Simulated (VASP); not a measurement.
Consider the following.

```xyz
2
Lattice="1.5830 -2.7418 0.0000 1.5830 2.7418 0.0000 0.0000 0.0000 5.0094" Properties=species:S:1:pos:R:3 pbc="T T T"
Hf     1.5830     0.9139     1.2524
Hf     1.5830    -0.9139     3.7571
```

Method: PBE GGA with D3 dispersion (zero damping), VASP's PBE PAW potentials (set 64) (plane waves; VASP). Settings: 520 eV cut-off, 13×13×7 Γ-centred mesh, first-order Methfessel-Paxton smearing of 0.10 eV, potentials Hf_pv.

Unless said otherwise, spin-orbit coupling is left out, though it shifts the bands of the heavy elements here.

Problem. Predict the energy per atom (σ→0), band gap (on the k-mesh) with the smallest direct gap where there is one.

Solution. 
- band gap (on the k-mesh): none (metal, semimetal or under 0.01 eV)
- energy per atom (σ→0): -10.325 eV/atom

Only differences to runs with the same potentials and settings are physical.

The compound is Hf in the hcp structure. It was relaxed first.
